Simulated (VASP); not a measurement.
Given:

```
CELL_PARAMETERS angstrom
      4.31045     0.00000     0.00000
     -2.15523     3.73296     0.00000
      0.00000     0.00000     7.03990
ATOMIC_POSITIONS crystal
  Cd 0.33333 0.66667 0.99978
  Cd 0.66667 0.33333 0.49978
  Se 0.33333 0.66667 0.37522
  Se 0.66667 0.33333 0.87522
```

Level of theory: PBEsol GGA, VASP's PBE PAW potentials (set 64) (plane waves; VASP). Numerical set-up: 500 eV cut-off, 6×6×3 Γ-centred mesh, Gaussian smearing of 0.050 eV, potentials Cd Se.

Estimate the energy per atom (σ→0), band gap (on the k-mesh) with the smallest direct gap where there is one.

The band gap (on the k-mesh) is 0.52 eV and the smallest direct gap (on the k-mesh) is 0.52 eV. The energy per atom (σ→0) is -3.086 eV/atom.

The absolute energy has meaning only against runs of the same code, potentials and settings.

The structure was generated: CdSe was put into the wurtzite type (P6_3mc), which need not be its known phase. It was relaxed first.
